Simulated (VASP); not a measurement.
Level of theory: PBE GGA, VASP's PBE PAW potentials (set 64) (plane waves; VASP).

A VASP calculation is set up with these files.

**INCAR**
```
ALGO  =  Fast
EDIFF  =  1E-6
ENCUT  =  400
GGA  =  PE
ISMEAR  =  0
ISPIN  =  2
ISYM  =  0
LASPH  =  .TRUE.
LCHARG  =  .FALSE.
LHYPERFINE  =  .TRUE.
LMAXMIX  =  4
LORBIT  =  11
LREAL  =  Auto
LWAVE  =  .TRUE.
MAGMOM  =  63*0.0317
NELM  =  100
NELMIN  =  4
NUPDOWN  =  2
PREC  =  Normal
SIGMA  =  0.05
SYSTEM  =  MoC31Si31
```

### POSCAR
```
MoC31Si31
8.7583310
  1.0000000497   0.0000000000   0.0000000000
  0.0000000000   1.0000000497   0.0000000000
  0.0000000000   0.0000000000   1.0000000497
Si C Mo
31 31 1
Cart
  0.4982051805   0.0012013219   0.0011339263
  0.7503123314   0.2499794568   0.0006792080
  0.7502959600   0.0008293712   0.2498278115
  0.9995722587   0.0006148603   0.0005755849
  0.2489896198   0.2479657286   0.9999610226
  0.4992154475   0.5010437674   0.9992533006
  0.7522405090   0.7512386208   0.9999057232
  0.2489354464   0.0000130026   0.2478601920
  0.4925331175   0.2444076387   0.2442968430
  0.7558592799   0.5077514944   0.2442678653
  0.4992324483   0.9993398737   0.5008747948
  0.7556817755   0.2445969897   0.5074425039
  0.7523085262   0.0000801555   0.7510870028
  0.9990879006   0.5021114008   0.0010366739
  0.2506392898   0.7496839463   0.0000324753
  0.9994538647   0.2500375892   0.2498157078
  0.2483029820   0.5010748801   0.2475407763
  0.4992364579   0.7519739420   0.2475395554
  0.9990136361   0.0012379057   0.5018722620
  0.2482259220   0.2476136652   0.5008265672
  0.7526289924   0.7519946592   0.5008788031
  0.2505940123   0.0001440121   0.7495573703
  0.4992512283   0.2475818823   0.7518428982
  0.7525820385   0.5009606429   0.7518956624
  0.0001871139   0.7512499407   0.2478353704
  0.0008947560   0.5010782289   0.5009468938
  0.2520855964   0.7481930343   0.5022570764
  0.0002162426   0.2479418882   0.7511045749
  0.2520743928   0.5023884803   0.7480625728
  0.4979132093   0.7481869036   0.7480467080
  0.0001231642   0.7496645591   0.7495326537
  0.6252854705   0.1268023907   0.1266974609
  0.8734830707   0.3751154649   0.1266070797
  0.8734339432   0.1268703539   0.3747973249
  0.1238141713   0.1253205630   0.1252110178
  0.3745787779   0.3762996136   0.1246066504
  0.6239302827   0.6256749851   0.1245753653
  0.8748321864   0.8763708787   0.1252177247
  0.3745638070   0.1246284378   0.3761720347
  0.8755419330   0.6256916622   0.3762266417
  0.6240210298   0.1246625560   0.6254692446
  0.8755078818   0.3763001321   0.6255631980
  0.8749106094   0.1252766570   0.8762773511
  0.1237920129   0.6259819829   0.1239713988
  0.3743580207   0.8765204764   0.1240261518
  0.1250740274   0.3750271390   0.3748675264
  0.3696858220   0.6306253437   0.3675389830
  0.6252934364   0.8751708858   0.3748535702
  0.1237648158   0.1240650945   0.6258005658
  0.3696103127   0.3675380648   0.6304747860
  0.6326417513   0.6306102750   0.6304992141
  0.8761268288   0.8765010471   0.6257639405
  0.3743679081   0.1240679790   0.8763698089
  0.6252133877   0.3749552057   0.8750194004
  0.8761141307   0.6259888160   0.8763171034
  0.1242758695   0.8759240103   0.3763838082
  0.1251574256   0.6251273480   0.6249993300
  0.3751978300   0.8751124147   0.6250024486
  0.1242980959   0.3764420997   0.8758041487
  0.3751614496   0.6251062825   0.8749709453
  0.6238178498   0.8759634465   0.8757913075
  0.1249632216   0.8752948229   0.8752068088
  0.5128514994   0.4874071520   0.4874018021
```

**KPOINTS**
```
Automatic mesh
0
Gamma
1 1 1
0 0 0
```

POTCAR, in this order: Si C Mo (PBE.64 set). Program: vasp_gam. Read from the step before: WAVECAR.

The resulting files:

File OSZICAR:
```
       N       E                     dE             d eps       ncg     rms          rms(c)
DAV:   1    -0.469555755514E+03   -0.46956E+03   -0.10601E-04   800   0.299E-02    0.414E-02
RMM:   2    -0.469555765329E+03   -0.98148E-05   -0.26190E-04   677   0.227E-02    0.571E-02
RMM:   3    -0.469555715715E+03    0.49614E-04   -0.49440E-05   671   0.150E-02    0.708E-03
RMM:   4    -0.469555715515E+03    0.19995E-06   -0.48002E-06   539   0.371E-03
   1 F= -.46955572E+03 E0= -.46955572E+03  d E =-.216422E-08  mag=     2.0000
```

OUTCAR:
```
------------------------ aborting loop because EDIFF is reached ----------------------------------------
  FORCE on cell =-STRESS in cart. coord.  units (eV):
  Direction    XX          YY          ZZ          XY          YZ          ZX
  --------------------------------------------------------------------------------------
  Total       -2.5195119     -2.5262389     -2.4866165      0.4157965     -0.3915856      0.4004706
  in kB       -6.0084557     -6.0244980     -5.9300078      0.9915788     -0.9338414      0.9550301
  external PRESSURE =      -5.9876538 kB  Pullay stress =       0.0000000 kB
  volume of cell :      671.84
      direct lattice vectors                 reciprocal lattice vectors
     8.758331436  0.000000000  0.000000000     0.114176999  0.000000000  0.000000000
     0.000000000  8.758331436  0.000000000     0.000000000  0.114176999  0.000000000
     0.000000000  0.000000000  8.758331436     0.000000000  0.000000000  0.114176999
 POSITION                                       TOTAL-FORCE (eV/Angst)
 -----------------------------------------------------------------------------------
      4.36345      0.01052      0.00993         0.014428      0.003736     -0.005280
      6.57148      2.18940      0.00595        -0.002861     -0.002898     -0.007295
      6.57134      0.00726      2.18807        -0.002300     -0.009119      0.002772
      8.75458      0.00539      0.00504        -0.013344      0.011415      0.004039
      2.18073      2.17177      8.75799         0.007321     -0.004323     -0.002723
      4.37229      4.38831      8.75179        -0.005711     -0.002430     -0.005780
      6.58837      6.57960      8.75751         0.000099      0.001206      0.004126
      2.18026      0.00011      2.17084         0.010042      0.007696     -0.000815
      4.31377      2.14060      2.13963         0.008539     -0.006398      0.003097
      6.62007      4.44706      2.13938         0.000996     -0.003971      0.002575
      4.37244      8.75255      4.38683         0.000395     -0.002339      0.006442
      6.61851      2.14226      4.44435         0.006151     -0.004336     -0.009616
      6.58897      0.00070      6.57827        -0.004062     -0.000864     -0.003399
      8.75034      4.39766      0.00908        -0.009665     -0.004587      0.001247
      2.19518      6.56598      0.00028         0.004342     -0.004951      0.004693
      8.75355      2.18991      2.18797         0.002397     -0.003651     -0.001836
      2.17472      4.38858      2.16804        -0.008602     -0.004377      0.006267
      4.37248      6.58604      2.16803         0.004634      0.011819      0.005548
      8.74969      0.01084      4.39556        -0.007119      0.003111      0.001128
      2.17404      2.16868      4.38640        -0.004862      0.003458      0.005433
      6.59177      6.58622      4.38686        -0.013136      0.009875      0.001141
      2.19479      0.00126      6.56487         0.006154      0.001360     -0.006544
      4.37261      2.16840      6.58489         0.002109      0.002152      0.003844
      6.59136      4.38758      6.58535        -0.003819      0.003673      0.005502
      0.00164      6.57970      2.17062        -0.006354     -0.001140      0.000543
      0.00784      4.38861      4.38746        -0.001567     -0.006669      0.003338
      2.20785      6.55292      4.39893         0.005350      0.001839      0.006380
      0.00189      2.17156      6.57842        -0.011266     -0.000589     -0.002388
      2.20775      4.40008      6.55178         0.004388     -0.007030     -0.003676
      4.36089      6.55287      6.55164        -0.001807     -0.002086      0.001304
      0.00108      6.56581      6.56466        -0.012869      0.003283     -0.006427
      5.47646      1.11058      1.10966         0.009167     -0.000350     -0.008719
      7.65025      3.28539      1.10887         0.004366     -0.021083     -0.000992
      7.64982      1.11117      3.28260         0.006018     -0.001044     -0.001575
      1.08441      1.09760      1.09664         0.010363     -0.000617     -0.000090
      3.28068      3.29576      1.09135        -0.005354      0.003730      0.000974
      5.46459      5.47987      1.09107         0.000898      0.003208      0.001218
      7.66207      7.67555      1.09670         0.015719     -0.005736     -0.003574
      3.28055      1.09154      3.29464        -0.006403      0.011352     -0.001772
      7.66829      5.48001      3.29512         0.001638      0.000029     -0.008778
      5.46538      1.09184      5.47807        -0.012044      0.011243      0.008951
      7.66799      3.29576      5.47889         0.005091     -0.000212     -0.000642
      7.66276      1.09721      7.67473         0.008699      0.006742     -0.006200
      1.08421      5.48256      1.08578        -0.002311     -0.004813      0.000461
      3.27875      7.67686      1.08626        -0.007272     -0.000922     -0.002721
      1.09544      3.28461      3.28321         0.002360      0.002773      0.000663
      3.23783      5.52323      3.21903        -0.001323     -0.005104      0.000935
      5.47653      7.66504      3.28309         0.001266     -0.000048     -0.002438
      1.08397      1.08660      5.48097        -0.002509      0.003028     -0.003563
      3.23717      3.21902      5.52191        -0.000678      0.010581      0.000596
      5.54089      5.52309      5.52212        -0.000924     -0.001409     -0.001833
      7.67341      7.67669      5.48065         0.009453      0.004318      0.003588
      3.27884      1.08663      7.67554        -0.010133      0.005598      0.008810
      5.47583      3.28398      7.66371         0.002342      0.003187      0.005827
      7.67330      5.48262      7.67508         0.005477     -0.010968      0.008169
      1.08845      7.67163      3.29649         0.004180     -0.002689     -0.015808
      1.09617      5.47507      5.47395        -0.002065     -0.002963     -0.001508
      3.28611      7.66452      5.47398        -0.009737      0.000673     -0.004103
      1.08864      3.29700      7.67058         0.006927     -0.001282     -0.001891
      3.28579      5.47489      7.66329        -0.000046     -0.000323      0.006675
      5.46360      7.67198      7.67047         0.001550     -0.003247      0.002349
      1.09447      7.66612      7.66535        -0.008690      0.012348      0.008650
      4.49172      4.26887      4.26883         0.005975     -0.008866     -0.005303
 -----------------------------------------------------------------------------------
    total drift:                               -0.071608      0.092765      0.084552
  FREE ENERGIE OF THE ION-ELECTRON SYSTEM (eV)
  ---------------------------------------------------
  free  energy   TOTEN  =      -469.5557155155 eV

  energy  without entropy=     -469.5557155133  energy(sigma->0) =     -469.55571551

 total charge

# of ion       s       p       d       tot
------------------------------------------
    1        0.699   0.962   0.000   1.661
    2        0.697   0.962   0.000   1.659
    3        0.697   0.963   0.000   1.660
    4        0.696   0.965   0.000   1.662
    5        0.700   0.955   0.000   1.654
    6        0.696   0.965   0.000   1.662
    7        0.700   0.955   0.000   1.655
    8        0.700   0.955   0.000   1.655
    9        0.721   0.915   0.000   1.637
   10        0.721   0.915   0.000   1.637
   11        0.696   0.965   0.000   1.662
   12        0.721   0.915   0.000   1.636
   13        0.700   0.955   0.000   1.655
   14        0.699   0.962   0.000   1.661
   15        0.696   0.961   0.000   1.657
   16        0.697   0.963   0.000   1.660
   17        0.698   0.966   0.000   1.664
   18        0.698   0.966   0.000   1.664
   19        0.699   0.962   0.000   1.661
   20        0.698   0.966   0.000   1.664
   21        0.698   0.966   0.000   1.664
...
```
(Selected blocks of OUTCAR.)

At this cut-off the stress carries a Pulay error, which pulls relaxed volumes low.  The supercell is sampled at Γ alone, which is coarse: total energies, pressure and levels can be off, energies of defects by several tenths of an eV.

The cell is a supercell with a defect, built from SiC (zinc blende): Mo_Si-vac_C.
